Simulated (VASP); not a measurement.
Output of a VASP run:

### OUTCAR
```
 ion  position               nearest neighbor table
   1  0.333  0.667  0.000-   4 2.39   4 2.39   4 2.39   3 2.41
   2  0.667  0.333  0.500-   3 2.39   3 2.39   3 2.39   4 2.41
   3  0.333  0.667  0.375-   2 2.39   2 2.39   2 2.39   1 2.41
   4  0.667  0.333  0.875-   1 2.39   1 2.39   1 2.39   2 2.41
  LATTYP: Found a hexagonal cell.
 ALAT       =     3.9028653298
 C/A-ratio  =     1.6501209533
 Subroutine PRICEL returns:
 Original cell was already a primitive cell.
 Subroutine GETGRP returns: Found 12 space group operations
The static configuration has the point symmetry C_3v.
 The point group associated with its full space group is C_6v.
The dynamic configuration has the point symmetry C_3v.
 Subroutine INISYM returns: Found 12 space group operations
 Subroutine IBZKPT returns following result:
 Found     24 irreducible k-points:

 Following reciprocal coordinates:
            Coordinates               Weight
  0.000000  0.000000  0.000000      1.000000
  0.142857  0.000000  0.000000      6.000000
  0.285714  0.000000  0.000000      6.000000
  0.428571  0.000000  0.000000      6.000000
  0.142857  0.142857  0.000000      6.000000
  0.285714  0.142857  0.000000     12.000000
  0.428571  0.142857  0.000000      6.000000
  0.285714  0.285714  0.000000      6.000000
  0.000000  0.000000  0.250000      2.000000
  0.142857  0.000000  0.250000     12.000000
  0.285714  0.000000  0.250000     12.000000
  0.428571  0.000000  0.250000     12.000000
  0.142857  0.142857  0.250000     12.000000
  0.285714  0.142857  0.250000     24.000000
  0.428571  0.142857  0.250000     12.000000
  0.285714  0.285714  0.250000     12.000000
  0.000000  0.000000  0.500000      1.000000
  0.142857  0.000000  0.500000      6.000000
  0.285714  0.000000  0.500000      6.000000
  0.428571  0.000000  0.500000      6.000000
  0.142857  0.142857  0.500000      6.000000
  0.285714  0.142857  0.500000     12.000000
  0.428571  0.142857  0.500000      6.000000
  0.285714  0.285714  0.500000      6.000000
   k-points           NKPTS =     24   k-points in BZ     NKDIM =     24   number of bands    NBANDS=     22
   number of dos      NEDOS =    301   number of ions     NIONS =      4
   total plane-waves  NPLWV =  37632
   dimension x,y,z NGX =    28 NGY =   28 NGZ =   48
   dimension x,y,z NGXF=    56 NGYF=   56 NGZF=   96
   ions per type =               2   2
   PREC   = accura    normal or accurate (medium, high low for compatibility)
   ISTART =      0    job   : 0-new  1-cont  2-samecut
   ICHARG =      2    charge: 1-file 2-atom 10-const
   ISPIN  =      1    spin polarized calculation?
   LNONCOLLINEAR =      F non collinear calculations
   LSORBIT =      F    spin-orbit coupling
   INIWAV =      1    electr: 0-lowe 1-rand  2-diag
   ENCUT  =  500.0 eV  36.75 Ry    6.06 a.u.   7.12  7.12 11.74*2*pi/ulx,y,z
   NELM   =    100;   NELMIN=  2; NELMDL= -5     # of ELM steps
   EDIFF  = 0.1E-05   stopping-criterion for ELM
   LREAL  =      F    real-space projection
   NLSPLINE    = F    spline interpolate recip. space projectors
   LMAXMIX     =    4 max onsite mixed and CHGCAR
   VOSKOWN=      0    Vosko Wilk Nusair interpolation
   EDIFFG = -.2E-01   stopping-criterion for IOM
   NSW    =     40    number of steps for IOM
   NBLOCK =      1;   KBLOCK =     40    inner block; outer block
   IBRION =      2    ionic relax: 0-MD 1-quasi-New 2-CG
   NFREE  =      1    steps in history (QN), initial steepest desc. (CG)
   ISIF   =      3    stress and relaxation
   ISYM   =      2    0-nonsym 1-usesym 2-fastsym
   TEIN   =    0.0    initial temperature
   TEBEG  =    0.0;   TEEND  =   0.0 temperature during run
   SMASS  =  -3.00    Nose mass-parameter (am)
   PSTRESS=    0.0 pullay stress
   NELECT =      36.0000    total number of electrons
   EFERMI =   0.00;   METHOD = LEGACY
   ISMEAR =     0;   SIGMA  =   0.05  broadening in eV -4-tet -1-fermi 0-gaus
   IALGO  =     38    algorithm
   LDIAG  =      T    sub-space diagonalisation (order eigenvalues)
...
```

OSZICAR:
```
       N       E                     dE             d eps       ncg     rms          rms(c)
DAV:   1     0.260935026876E+03    0.26094E+03   -0.18058E+04  1170   0.345E+03
DAV:   2     0.180270595049E+02   -0.24291E+03   -0.23764E+03  1068   0.682E+02
DAV:   3    -0.201763275444E+02   -0.38203E+02   -0.37982E+02  1260   0.170E+02
DAV:   4    -0.215895348554E+02   -0.14132E+01   -0.14118E+01  1272   0.372E+01
DAV:   5    -0.216229562410E+02   -0.33421E-01   -0.33418E-01  1300   0.607E+00    0.583E+00
DAV:   6    -0.213714933663E+02    0.25146E+00   -0.11895E-01  1264   0.292E+00    0.341E+00
DAV:   7    -0.212454000597E+02    0.12609E+00   -0.21118E-01  1134   0.323E+00    0.223E-01
DAV:   8    -0.212477731249E+02   -0.23731E-02   -0.18380E-02  1344   0.171E+00    0.109E-01
DAV:   9    -0.212479478982E+02   -0.17477E-03   -0.39872E-04  1324   0.214E-01    0.821E-02
DAV:  10    -0.212480578773E+02   -0.10998E-03   -0.14967E-04  1250   0.125E-01    0.212E-02
DAV:  11    -0.212480750812E+02   -0.17204E-04   -0.20316E-05  1186   0.290E-02    0.490E-03
DAV:  12    -0.212480768958E+02   -0.18146E-05   -0.23736E-06  1078   0.161E-02    0.215E-03
DAV:  13    -0.212480771310E+02   -0.23512E-06   -0.25015E-07   714   0.508E-03
   1 F= -.21248077E+02 E0= -.21248077E+02  d E =-.212481E+02
```

### OUTCAR
```
------------------------ aborting loop because EDIFF is reached ----------------------------------------
  FORCE on cell =-STRESS in cart. coord.  units (eV):
  Direction    XX          YY          ZZ          XY          YZ          ZX
  --------------------------------------------------------------------------------------
  Total       -0.0552361     -0.0552361     -0.0505490      0.0000000      0.0000000      0.0000000
  in kB       -1.0416855     -1.0416855     -0.9532913      0.0000000      0.0000000      0.0000000
  external PRESSURE =      -1.0122207 kB  Pullay stress =       0.0000000 kB
  volume of cell :       84.96
      direct lattice vectors                 reciprocal lattice vectors
     3.902865330  0.000000000  0.000000000     0.256222010  0.147929847  0.000000000
    -1.951432665  3.379980513  0.000000000     0.000000000  0.295859694  0.000000000
     0.000000000  0.000000000  6.440199859     0.000000000  0.000000000  0.155274684
 POSITION                                       TOTAL-FORCE (eV/Angst)
 -----------------------------------------------------------------------------------
     -0.00000      2.25332      0.00236         0.000000      0.000000      0.000586
      1.95143      1.12666      3.22246         0.000000      0.000000      0.000586
     -0.00000      2.25332      2.41272        -0.000000      0.000000     -0.000586
      1.95143      1.12666      5.63282         0.000000     -0.000000     -0.000586
 -----------------------------------------------------------------------------------
    total drift:                               -0.001015      0.000586     -0.001061
  FREE ENERGIE OF THE ION-ELECTRON SYSTEM (eV)
  ---------------------------------------------------
  free  energy   TOTEN  =       -21.2480771310 eV

  energy  without entropy=      -21.2480771308  energy(sigma->0) =      -21.24807713

 reached required accuracy - stopping structural energy minimisation
```
(Selected blocks of OUTCAR.)

### POSCAR
```
SiGe
1
    3.9028653298     0.0000000000     0.0000000000
   -1.9514326649     3.3799805133    -0.0000000000
    0.0000000000     0.0000000000     6.4401998586
Si Ge
2 2
Direct
  0.3333330000   0.6666670000   0.0003663539
  0.6666670000   0.3333330000   0.5003663539
  0.3333330000   0.6666670000   0.3746336461
  0.6666670000   0.3333330000   0.8746336461
```

### Question
Write an INCAR and KPOINTS that could have produced this output.

### Answer
Several could match; the one computed here: the input of the run itself, PBEsol GGA, plane waves, VASP's PBE PAW potentials (set 64).

### KPOINTS
```
Automatic mesh
0
Gamma
7 7 4
0 0 0
```

### INCAR
```
SYSTEM = SiGe
PREC = Accurate
ENCUT = 500
EDIFF = 1E-6
NELM = 100
ALGO = Normal
LREAL = .FALSE.
LASPH = .TRUE.
ISMEAR = 0
SIGMA = 0.05
GGA = PS
LMAXMIX = 4
LWAVE = .FALSE.
LCHARG = .FALSE.
IBRION = 2
ISIF = 3
NSW = 40
EDIFFG = -0.02
```

POTCAR, in this order: Si Ge_d (PBE.64 set). Program: vasp_std.

The structure was generated: SiGe was put into the wurtzite type (P6_3mc), which need not be its known phase. It was relaxed first, which changed the volume by +12 %.
